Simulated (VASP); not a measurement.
Here is the system:

```
CELL_PARAMETERS angstrom
      3.88697     0.00000     0.00000
     -1.94348     3.36621     0.00000
      0.00000     0.00000     5.21951
ATOMIC_POSITIONS crystal
  Te 0.33333 0.66667 0.25868
  Te 0.66667 0.33333 0.74132
  Rh 0.00000 0.00000 0.00000
```

Method: LDA (Ceperley-Alder, Perdew-Zunger), VASP's LDA PAW potentials (set 64) (plane waves; VASP 6.6.1). Numerical set-up: 400 eV cut-off, 10×10×7 Γ-centred mesh, tetrahedra with Blöchl corrections, potentials Te Rh_pv.

Unless said otherwise, spin-orbit coupling is left out, though it shifts the bands of the heavy elements here.

**Question.** Estimate the energy per atom (σ→0), band gap (on the k-mesh) with the smallest direct gap where there is one.

**Answer.** 
```yaml
band gap (on the k-mesh): none (metal, semimetal or under 0.01 eV)
energy per atom (σ→0): -5.854 eV/atom
```

The absolute energy has meaning only against runs of the same code, potentials and settings.

The structure comes from a computed database's Te2Rh entry (P-3m1); how it stands against other phases isn't given here. It was relaxed first, which changed the volume by -8 %. The electron count is odd and the run is not spin-polarised, which forces a metal.
